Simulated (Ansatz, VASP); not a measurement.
## YSi2 in VASP and in Ansatz

INCAR

```
PREC = Accurate
ENCUT = 520
EDIFF = 1E-8
ISMEAR = 1
SIGMA = 0.001
LREAL = F
LASPH = T
NELM = 100
ALGO = Normal
ISIF = 2
LWAVE = F
LCHARG = F
LEFG = T
NBANDS = 16
```

The input KPOINTS:

```
regular mesh
0
Gamma
  10 10 9
```

File POSCAR:

```
YSi2
1.0
    4.0754858592      0.0000000000      0.0000000000
   -2.0377429296      3.5294742868      0.0000000000
    0.0000000000      0.0000000000      3.9901327200
Y Si
1 2
Direct
    0.0000000000      0.0000000000      0.0000000000
    0.3333333333      0.6666666667      0.5000000000
    0.6666666667      0.3333333333      0.5000000000
```

Input for Ansatz:

```yaml
crystal:
  lattice:
    - [4.0754858592, 0.0, 0.0]
    - [-2.0377429296, 3.5294742868, 0.0]
    - [0.0, 0.0, 3.99013272]
  atoms:
    - { symbol: "Y", position: [0.0, 0.0, 0.0] }
    - { symbol: Si, position: [0.3333333333, 0.6666666667, 0.5] }
    - { symbol: Si, position: [0.6666666667, 0.3333333333, 0.5] }
kpoints:
  mp_grid: { grid: [10, 10, 9] }
  band_path:
    path:
      - [0.0, 0.0, 0.0]
      - [0.5, 0.0, 0.0]
      - [0.3333333333, 0.3333333333, 0.0]
      - [0.0, 0.0, 0.0]
      - [0.0, 0.0, 0.5]
      - [0.5, 0.0, 0.5]
      - [0.3333333333, 0.3333333333, 0.5]
      - [0.0, 0.0, 0.5]
      - [0.5, 0.0, 0.5]
    npoints: 14
scf:
  occupations: { method: methfessel_paxton, width: 0.001 }
hamiltonian:
  xc: lda
  pseudopotentials: { kind: paw }
output:
  forces: true
  stress: true
  eigenvalues: true
  efg: { contact_densities: true }
  populations: true
```

The cell comes from a database or a generator and needn't be the stable form of this composition.

Alike in both runs: task electric field gradients; functional LDA; k mesh 10 × 10 × 9; occupations methfessel-paxton of order 1, width 0.001 eV; no spin polarisation.

```csv
,VASP,Ansatz
version,VASP 6.6.1,Ansatz 0.2.0
potentials or method,"VASP PAW LDA potentials, release 64 (Y_sv, Si)","PAW with Ansatz's default frozen-core files, scalar-relativistic"
plane-wave cutoff (eV),520,420
valence electrons in the cell,19,19
```

Ansatz gave:

| Item | Value |
| --- | --- |
| gap on the k mesh at the Fermi level (eV) | none |
| pressure (GPa) | -4.2 |
| largest component of the traceless stress (GPa) | 1.25 |

Which values does VASP return?

gap on the k mesh at the Fermi level (eV): none; pressure (GPa): -4.2; largest component of the traceless stress (GPa): 1.23.

A gap of «none» marks a metal or a gap that the smearing closes. Ansatz warned: «gradients_without_spin_orbit».
